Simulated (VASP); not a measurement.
Computed with PBE GGA, VASP's PBE PAW potentials (set 64) (plane waves; VASP).

VASP input:

File POSCAR:
```
AlN
1
    0.0000000000     2.1499470000     2.1499470000
    2.1499470000     0.0000000000     2.1499470000
    2.1499470000     2.1499470000     0.0000000000
Al N
1 1
Direct
  0.0000000000   0.0000000000   0.0000000000
  0.7500000000   0.7500000000   0.7500000000
```

INCAR:
```
ALGO  =  Normal
EDIFF  =  1E-6
ENCUT  =  400
GGA  =  PE
ISIF  =  2
ISMEAR  =  -1
LASPH  =  .TRUE.
LCHARG  =  .FALSE.
LREAL  =  .FALSE.
LWAVE  =  .FALSE.
NELM  =  100
PREC  =  Accurate
SIGMA  =  0.05
SYSTEM  =  AlN
```

### KPOINTS
```
Automatic
0
gamma
  9 9 9
0 0 0
```

POTCAR, in this order: Al N (PBE.64 set). Program: vasp_std.

At this cut-off the stress carries a Pulay error, which pulls relaxed volumes low.

**Question.** What does the run give for the energy per atom (σ→0), pressure?

**Answer.** 
```yaml
energy per atom (σ→0): -7.390 eV/atom
pressure: 11.77 GPa
```

OSZICAR:
```
...
DAV:   5    -0.172302879871E+02   -0.10711E-05   -0.10711E-05   712   0.260E-02    0.880E+00
DAV:   6    -0.148006724246E+02    0.24296E+01   -0.13209E+01   560   0.230E+01    0.307E+00
DAV:   7    -0.147847604743E+02    0.15912E-01   -0.11683E-01   664   0.332E+00    0.213E+00
DAV:   8    -0.147791309969E+02    0.56295E-02   -0.16839E-02   608   0.175E+00    0.399E-01
DAV:   9    -0.147789277783E+02    0.20322E-03   -0.59387E-04   768   0.176E-01    0.214E-01
DAV:  10    -0.147790282944E+02   -0.10052E-03   -0.20040E-04   600   0.126E-01    0.208E-02
DAV:  11    -0.147790289946E+02   -0.70020E-06   -0.33757E-06   720   0.147E-02
   1 F= -.14779029E+02 E0= -.14779029E+02  d E =-.361782E-10
```

The structure comes from a computed database's AlN entry; how it stands against other phases isn't given here. The cell was not relaxed at this level, and its volume differs by -5.9 % from the start's.
